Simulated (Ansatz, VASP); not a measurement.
# ZrB2: VASP beside Ansatz, part 2 of 2

Wanted: the spread between two codes on one cell, functional and k mesh. The cell is taken from a series of runs on this material, whose earlier steps may have relaxed, scaled, displaced or heated it; both programs get it as it stands.

VASP 6.6.1 and Ansatz 0.2.0.

So far: Set-up; VASP: zone-centre phonons, PBEsol.

## Step 3: Ansatz: zone-centre phonons, PBEsol

Level of this step: Ansatz beside VASP: Kohn-Sham DFT, plane waves, PBEsol (Ansatz).

Ansatz runs on its PAW soft_1 files.

The same cell, functional, mesh and smearing now go to Ansatz, which takes its cutoff from its data sets.

The input, input.yaml:

```yaml
crystal:
  lattice:
    - [3.0723429597, 0.0, 0.0]
    - [-1.5361714798, 2.6607270522, 0.0]
    - [0.0, 0.0, 3.4022408041]
  atoms:
    - { symbol: B, position: [0.3333333333, 0.6666666667, 0.5] }
    - { symbol: B, position: [0.6666666667, 0.3333333333, 0.5] }
    - { symbol: Zr, position: [0.0, 0.0, 0.0] }
kpoints:
  mp_grid: { grid: [15, 15, 12] }
hamiltonian:
  xc: pbesol
  pseudopotentials: { kind: paw, azcp: { folder: soft_1 }, xc_functional: pbe }
scf:
  occupations: { method: methfessel_paxton, width: 0.2 }
output:
  eigenvalues: true
phonons:
  method: dfpt
```

Launch:

```console
$ ansatz run input.yaml --threads 4 --pin off --max-ram 10240MiB --backend cpu --events-out ev --progress --plain --runs-dir out
```

Numbers of over 12 decimals in the logs are rounded to 6 here.

What it wrote:

```text
zone centre: on kpoints.mp_grid the ground state, and the responses unless they are solved on pairs of k-points, stand on 448 of the mesh's 2700 k-points, reduced under 4 symmetry operations, with k and −k counted as one. Each operation leaves every solved displacement unchanged or reverses it
Engine: ansatz 0.2.0, x86_64-unknown-linux-gnu
Pseudopotentials: kind: paw
Pseudopotential: B, paw, valence charge 3, recommended cutoff 420 eV (normal), soft_1/B.paw.azcp
Pseudopotential: Zr, paw, valence charge 12, recommended cutoff 420 eV (normal), soft_1/Zr.paw.azcp
Functional definition: PBEsol
  exchange = pbesol_x
  correlation = pbesol_c
Crystal: 3 atoms, lattice volume = 27.812 Å³
Basis set: ecut = 420 eV, 563 PW (Γ), exchange–correlation on 48×48×48 points (8 copies of the dense FFT grid, shifted against one another)
Bands: 13, of which v1, the nominal top of the filled ones, is band 9 counted from 1 (8 counted from 0)
Symmetry: 24 space group operations
k-points: 448 of 2700 (irreducible under 4 space group operations, time reversal used)
Non-local potential: B, projectors of the file, l = 0: 2, l = 1: 2, l = 2: 1
Non-local potential: Zr, projectors of the file, l = 0: 3, l = 1: 2, l = 2: 2, l = 3: 1
PAW form: soft (Blöchl's): semilocal exchange-correlation on the pseudo side does not see the compensation charge
PAW frozen core: B, regenerated for the run's functional, and the local potential with it (the file was generated under x = pbe(κ = 0.804, μ = 0.219515), c = pbe(β = 0.066725))
PAW frozen core: Zr, regenerated for the run's functional, and the local potential with it (the file was generated under x = pbe(κ = 0.804, μ = 0.219515), c = pbe(β = 0.066725))
PAW one-centre angular grid: B, 110 points (default); XC on 64 Gauss nodes
PAW one-centre angular grid: Zr, 590 points (default); XC on 64 Gauss nodes
Initial density: superposition of atomic densities (chi_scale 0.1, normalization cell, long waves kept (reshape's long-wave potential 0.00 eV rms))
Initial wavefunctions: pseudopotential atomic-orbital guess
Functional: x = pbesol(κ = 0.804, μ = 0.123457), c = pbesol(β = 0.046)
SCF iter   1: F=—  HF=-4437.666056 eV  |F-HF|=—  |Δ(HF+E_count)|=         —  Δρ=6.33e-2  dr2=1.96e0  ethr=3.10e-3  ⟨swp⟩=5.0  Hψ=28370  notcnv=0
preconditioner: auto → none  [metal: Δε(μ)=0.041 eV  Ē_g=17.478 eV  σ=0.200 eV  W_gap=0.17  n_scr=8 (ndim 8)  ℏωp=28.2 eV  f_vac=0.000  D(μ)=0.23/eV (n_scr^D=0)  sad-step TF]
SCF iter   2: F=—  HF=-4437.208353 eV  |F-HF|=—  |Δ(HF+E_count)|=   4.58e-1  S|Δr|=    0.00e0  Δρ=3.19e-2  dr2=4.61e-1  ethr=3.10e-3  ⟨swp⟩=2.3  Hψ=11890  notcnv=0
SCF iter   3: F=—  HF=-4437.069313 eV  |F-HF|=—  |Δ(HF+E_count)|=   1.39e-1  S|Δr|=    0.00e0  Δρ=2.13e-3  dr2=5.99e-4  ethr=2.56e-3  ⟨swp⟩=2.0  Hψ=9794  notcnv=0
SCF iter   4: F=—  HF=-4437.069857 eV  |F-HF|=—  |Δ(HF+E_count)|=   5.44e-4  S|Δr|=    0.00e0  Δρ=3.71e-4  dr2=2.49e-5  ethr=3.33e-6  ⟨swp⟩=2.1  Hψ=13374  notcnv=0
SCF iter   5: F=—  HF=-4437.069869 eV  |F-HF|=—  |Δ(HF+E_count)|=   1.25e-5  S|Δr|=    0.00e0  Δρ=3.43e-5  dr2=3.84e-7  ethr=1.38e-7  ⟨swp⟩=2.0  Hψ=9846  notcnv=0
SCF iter   6: F=—  HF=-4437.069869 eV  |F-HF|=—  |Δ(HF+E_count)|=   1.64e-7  S|Δr|=    0.00e0  Δρ=4.18e-6  dr2=1.95e-9  ethr=2.13e-9  ⟨swp⟩=2.5  Hψ=9113  notcnv=0
SCF iter   7: F=—  HF=-4437.069869 eV  |F-HF|=—  |Δ(HF+E_count)|=  8.53e-10  S|Δr|=    0.00e0  Δρ=3.31e-7  dr2=2.47e-11  ethr=1.08e-11  ⟨swp⟩=2.1  Hψ=9837  notcnv=0
SCF iter   8: F=-4437.069869 eV  HF=-4437.069869 eV  |F-HF|=1.82e-12  |Δ(HF+E_count)|=  5.46e-12  S|Δr|=    0.00e0  Δρ=8.38e-8  dr2=2.63e-12  ethr=1.00e-12  ⟨swp⟩=5.4  Hψ=22293  notcnv=0
SCF 1 converged in 8 iterations: F = -4437.069869 eV  dr2 = 2.63e-12
  greatest PAW one-centre occupation: 0.996 electrons in one spin orbital (limit 2), on the Zr atom at site 2 (counted from 0), in its partial waves of l = 0
DFPT response loops at Γ: preconditioner auto → Kerker (q_TF=auto, 2.537 Å⁻¹) (partly filled bands, converged f_vac=0.000); β = 1.00, the filter's whole step (`scf.mixing.beta` (0.50) is not read by the response loops under this deck's `scf.mixing.preconditioner`; to damp them name `kerker` or `kerker_dos`, under which they read `scf.mixing.beta`, and type it under 1.00, their step now; both keys bind the ground state too); Broyden in place of MSR1
SCF converged after 8 iterations
Stability not checked: this state was not tested for a lower state beside it, because cold or Methfessel-Paxton smearing, or corrected tetrahedra, fill the levels in a way that the test cannot read (fill_not_monotonic; see scf.lower_state_search)
Free energy (F): -4437.069869 eV
Harris-Foulkes:  -4437.069869 eV  (|F-HF|=1.82e-12)
Internal energy: -4437.070342 eV  (E = F + TS)
E sigma→0 (E₀):  -4437.069987 eV
Entropy (-TS):   0.000473 eV (0.158 meV/atom)
Fermi energy:    17.333781 eV
--- Per-component energies (eV) ---
  E_band       = 4.168246
  E_kinetic    = 427.625910
  E_local      = -478.272586  (includes V_loc(G=0)·N_el)
  E_nonlocal   = 91.805349
  E_hartree    = 165.739476
  E_xc         = -224.673094
  E_vxc        = -267.041562  (∫ρ·V_xc dr)
  E_paw        = -3060.567533  (= ΣΔE_a)
  E_vpaw       = -101.427822  (= ΣTr[D̂ρ^β])
  E_aug_tail   = -0.000010  (compensation charges beyond the density's cutoff)
  E_ewald      = -1358.922998
  E_core_change = 0.195143  (= ΣΔE_core)
  E_smearing   = 0.000473  (= −TS)
  E_closure    = 0.000000  (closes the sum)
  Σ components = -4437.069869   (vs F -4437.069869, Δ=0.00e0)
--- Band table (eV; the first three rows and the last of 448) ---
  k-point 0: bands = [... 5 lower, 14.4792, 14.4792, 14.5167, 15.1715, 21.2185, 21.2185, 22.1310, 22.1310]
  k-point 1: bands = [... 5 lower, 13.9020, 14.5516, 14.5516, 15.7605, 20.5352, 20.5352, 21.8746, 21.8746]
  k-point 2: bands = [... 5 lower, 13.0077, 14.7665, 14.7665, 16.6028, 19.5625, 19.5625, 21.2051, 21.2051]
  k-point 447: bands = [... 5 lower, 10.0850, 12.5879, 13.7546, 14.6712, 21.3213, 22.7417, 22.9630, 24.1226]
--- Phonons (Γ-DFPT): 4 representative perturbations + reference, on 448 of 2700 k-points (Σ response iterations 12) ---
  k mesh reduced under 4 symmetry operations, with k and −k counted as one. Each operation leaves every solved displacement unchanged or reverses it
  ASR residual: 6.686e-5 → 0.000e0 eV/Å²; symmetrization residual: 2.847e-7 eV/Å²
  ASR residual per site (eV/Å²): 2.07e-5 2.07e-5 6.69e-5
  Γ frequencies (cm⁻¹): 0.00 0.00 0.00 515.11 515.11 556.70 626.77 883.33 883.33
  non-analytic LO–TO correction: not included (Born effective charges unavailable; polar crystals: no LO–TO splitting at Γ)
```

## Step 4: Side by side

Known differences besides the potentials themselves: the cutoff is 420 eV in Ansatz and 500 eV in VASP; Ansatz makes its cores anew for this functional, VASP keeps those of its PBE data sets. Total energies have different zeros and are not compared.

Compared:

```csv
quantity,Ansatz,VASP,difference
optical mode 1 to 2 (cm⁻¹),515.1,515.7,-0.12 %
optical mode 3 (cm⁻¹),556.7,558.3,-0.29 %
optical mode 4 (cm⁻¹),626.8,627.0,-0.03 %
optical mode 5 to 6 (cm⁻¹),883.3,886.5,-0.35 %
```

Modes are paired by rising frequency, not by their patterns, so a pair may set unlike modes beside each other; they are those without the splitting of longitudinal modes.

## Step 5: Results

```
r.m.s. difference of the optical zone-centre modes, each program's sorted by frequency (zone-centre phonons, PBEsol) : 2.0 cm⁻¹
```

What this shows: The r.m.s. difference of the optical zone-centre modes, each program's sorted by frequency is 2.0 cm⁻¹ (zone-centre phonons, PBEsol). Such differences can come from data sets, numerical settings and the points named under the comparisons, not from the functional's error against experiment.

[Lines on the potential files, build, host, timing and source positions are cut from VASP's logs without a mark.]

[Logs are printed without paths, hosts, clocks, repeated set-up lines and the standing remarks that a program may print on its own settings, such as how far it seeks lower states.]

[Hosts, paths, dates, database ids (printed as entryN), source tags and the programs' standing remarks are cut or masked in the printed files.]
